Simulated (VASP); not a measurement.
Data:

```xyz
3
Lattice="1.5596 -2.7013 0.0000 1.5596 2.7013 0.0000 0.0000 0.0000 3.4584" Properties=species:S:1:pos:R:3 pbc="T T T"
Hf     0.0000     0.0000     0.0000
B      1.5596     0.9004     1.7292
B      1.5596    -0.9004     1.7292
```

Calculation: PBE GGA with D3 dispersion (Becke-Johnson damping), VASP's PBE PAW potentials (set 64) (plane waves; VASP). Run with 520 eV cut-off, 13×13×10 Γ-centred mesh, tetrahedra with Blöchl corrections, potentials Hf_pv B.

The cores are frozen, which limits the accuracy of field gradients.

Give the principal components of the electric field gradient (V/Å²) and the asymmetry η at each nucleus.

```
atom    Vxx    Vyy   Vzz     η
----  -----  -----  ----  ----
Hf1   -39.0  -39.0  78.0  0.00
B2     -0.8   -0.8   1.6  0.00
B3     -0.8   -0.8   1.6  0.00
```

The compound is HfB2 in the AlB2 type structure. It was relaxed first.
